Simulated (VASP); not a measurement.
Computed with r2SCAN meta-GGA, VASP's PBE PAW potentials (set 64) (plane waves; VASP).

VASP input:

**INCAR**
```
LMAXMIX  =  4
ISMEAR  =  0   ! Gaussian
EDIFFG  =  -0.02
LCHARG  =  .False.
ISPIN  =  2   ! spin-polarised
MAGMOM  =  1.6 -1.6 2*0.0
SIGMA  =  0.05
IBRION  =  2   ! conjugate gradients
PREC  =  Accurate
ALGO  =  Normal
LORBIT  =  10
METAGGA  =  R2SCAN
LREAL  =  .False.
EDIFF  =  1E-6   ! SCF stop (eV)
ENCUT  =  520
LMIXTAU  =  .True.
LASPH  =  .True.   ! aspherical one-centre terms
NSW  =  60
NELM  =  100   ! most electronic steps
ISIF  =  3   ! ions, shape and volume
SYSTEM  =  NiO
LWAVE  =  .False.
```

File POSCAR:
```
NiO
1
    4.1599694146     2.0769174840     2.0769174840
    2.0769174840     4.1599694146     2.0769174840
    2.0769174840     2.0769174840     4.1599694146
Ni O
2 2
Direct
  0.0000000000   0.0000000000   0.0000000000
  0.5000000000   0.5000000000   0.5000000000
  0.2500000000   0.2500000000   0.2500000000
  0.7500000000   0.7500000000   0.7500000000
```

KPOINTS:
```
K-points
0
G
  8 8 8
```

POTCAR, in this order: Ni O (PBE.64 set). Program: vasp_std.

The run wrote:

**OSZICAR**
```
       N       E                     dE             d eps       ncg     rms          rms(c)
DAV:   1     0.244785186434E+03    0.24479E+03   -0.16275E+04  5272   0.216E+03
DAV:   2    -0.184476012316E+02   -0.26323E+03   -0.24659E+03  5400   0.421E+02
DAV:   3    -0.492302852496E+02   -0.30783E+02   -0.29340E+02  5988   0.164E+02
DAV:   4    -0.502541949343E+02   -0.10239E+01   -0.10162E+01  5824   0.314E+01
DAV:   5    -0.502841401706E+02   -0.29945E-01   -0.29915E-01  6480   0.509E+00    0.214E+01
DAV:   6    -0.419539465565E+02    0.83302E+01   -0.56158E+01  7724   0.130E+02    0.248E+01
DAV:   7    -0.401962989580E+02    0.17576E+01   -0.60396E+00  6080   0.689E+01    0.119E+01
DAV:   8    -0.405660340510E+02   -0.36974E+00   -0.15773E+00  7400   0.187E+01    0.779E+00
DAV:   9    -0.405445196581E+02    0.21514E-01   -0.18150E-01  7756   0.776E+00    0.163E+00
DAV:  10    -0.405606969536E+02   -0.16177E-01   -0.88229E-02  7960   0.577E+00    0.575E-01
DAV:  11    -0.405632100392E+02   -0.25131E-02   -0.13847E-02  5872   0.161E+00    0.237E-01
DAV:  12    -0.405634048274E+02   -0.19479E-03   -0.17591E-03  6088   0.552E-01    0.883E-02
DAV:  13    -0.405634582822E+02   -0.53455E-04   -0.10802E-04  7348   0.199E-01    0.246E-02
DAV:  14    -0.405634636985E+02   -0.54163E-05   -0.19508E-05  6116   0.629E-02    0.109E-02
DAV:  15    -0.405634719399E+02   -0.82414E-05   -0.43243E-06  5244   0.260E-02    0.237E-03
DAV:  16    -0.405634718487E+02    0.91246E-07   -0.31567E-07  2816   0.694E-03
   1 F= -.40563472E+02 E0= -.40563472E+02  d E =-.405635E+02  mag=     0.0000
```

OUTCAR:
```
------------------------ aborting loop because EDIFF is reached ----------------------------------------
  FORCE on cell =-STRESS in cart. coord.  units (eV):
  Direction    XX          YY          ZZ          XY          YZ          ZX
  --------------------------------------------------------------------------------------
  Total       -0.0012199     -0.0012199     -0.0012199     -0.0187231     -0.0187231     -0.0187231
  in kB       -0.0541812     -0.0541812     -0.0541812     -0.8315479     -0.8315479     -0.8315479
  external PRESSURE =      -0.0541812 kB  Pullay stress =       0.0000000 kB
  volume of cell :       36.07
      direct lattice vectors                 reciprocal lattice vectors
     4.159969415  2.076917484  2.076917484     0.360137188 -0.119927655 -0.119927655
     2.076917484  4.159969415  2.076917484    -0.119927655  0.360137188 -0.119927655
     2.076917484  2.076917484  4.159969415    -0.119927655 -0.119927655  0.360137188
 POSITION                                       TOTAL-FORCE (eV/Angst)
 -----------------------------------------------------------------------------------
      0.00000      0.00000      0.00000         0.000000     -0.000000      0.000000
      4.15690      4.15690      4.15690         0.000000      0.000000     -0.000000
      2.07845      2.07845      2.07845        -0.000000     -0.000000      0.000000
      6.23535      6.23535      6.23535         0.000000      0.000000     -0.000000
 -----------------------------------------------------------------------------------
    total drift:                                0.000000     -0.000000     -0.000000
  FREE ENERGIE OF THE ION-ELECTRON SYSTEM (eV)
  ---------------------------------------------------
  free  energy   TOTEN  =       -40.5634718487 eV

  energy  without entropy=      -40.5634718487  energy(sigma->0) =      -40.56347185

 total charge

# of ion       s       p       d       tot
------------------------------------------
    1        0.336   0.422   8.210   8.968
    2        0.336   0.422   8.210   8.968
    3        1.560   3.481   0.000   5.041
    4        1.560   3.481   0.000   5.041
--------------------------------------------------
tot          3.792   7.807  16.420  28.019

 magnetization (x)

# of ion       s       p       d       tot
------------------------------------------
    1       -0.007  -0.012   1.576   1.556
    2        0.007   0.012  -1.576  -1.556
    3        0.000   0.000   0.000   0.000
    4        0.000   0.000   0.000   0.000
--------------------------------------------------
tot          0.000   0.000   0.000   0.000

 reached required accuracy - stopping structural energy minimisation
```
(Selected blocks of OUTCAR.)

OUTCAR:
```
 val. band max:        6.9394220328   @ k =   0.3750   0.3750   0.2500

 cond. band min:       9.2614538574   @ k =   0.5000   0.2500   0.2500


 Fermi energy:         7.1697395387

 spin component 1

 k-point     1 :       0.0000    0.0000    0.0000
  band No.  band energies     occupation
      1     -13.3682      1.00000
      2     -11.9668      1.00000
      3      -0.4259      1.00000
      4       1.9535      1.00000
      5       1.9535      1.00000
      6       4.8573      1.00000
      7       4.8574      1.00000
      8       4.9961      1.00000
      9       5.0298      1.00000
     10       5.0298      1.00000
     11       5.0502      1.00000
     12       5.3806      1.00000
     13       5.3808      1.00000
     14       6.3731      1.00000
     15       6.3734      1.00000
     16       6.5200      1.00000
     17      10.1540      0.00000
     18      10.1615      0.00000
     19      10.1619      0.00000
     20      14.1596      0.00000

 k-point     2 :       0.1250    0.0000    0.0000
  band No.  band energies     occupation
      1     -13.2062      1.00000
      2     -11.9421      1.00000
      3      -0.1484      1.00000
      4       1.8828      1.00000
      5       1.9986      1.00000
      6       3.5554      1.00000
      7       4.2380      1.00000
      8       4.2547      1.00000
      9       4.9325      1.00000
     10       5.3630      1.00000
     11       5.4244      1.00000
     12       5.5181      1.00000
     13       5.9163      1.00000
     14       6.4445      1.00000
     15       6.4468      1.00000
     16       6.6035      1.00000
     17       9.7745      0.00000
     18      10.0964      0.00000
     19      11.1884      0.00000
     20      15.1116      0.00000

 k-point     3 :       0.2500    0.0000    0.0000
  band No.  band energies     occupation
      1     -12.7868      1.00000
      2     -11.8805      1.00000
      3       0.5203      1.00000
...
```

The compound is NiO in the rock salt, AFM-II order structure. It was relaxed first. The start is the result of an earlier pass.
